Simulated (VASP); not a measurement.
IrO2 (rutile): the bulk modulus from VASP (plane waves, PAW) at several levels of theory. Static lattice, third-order Birch-Murnaghan fit over five volumes.

```csv
level,bulk modulus (GPa)
LDA,311
PBE,263
PBEsol,291
```

The cell of the LDA run:

```xyz
6
Lattice="4.4537 0.0000 0.0000 0.0000 4.4537 0.0000 0.0000 0.0000 3.1481" Properties=species:S:1:pos:R:3 pbc="T T T"
Ir     0.0000     0.0000     0.0000
Ir     2.2268     2.2268     1.5740
O      1.3761     1.3761     0.0000
O      3.6030     0.8507     1.5740
O      0.8507     3.6030     1.5740
O      3.0776     3.0776     0.0000
```

Only levels that ran to the end are used. Left out are those held back, those with too coarse a band path, GW runs whose mesh misses a band edge, hybrids' fits of cells that aren't cubic and levels without matching references; a question may draw on a part of the rest.

The compound is IrO2 in the rutile structure.
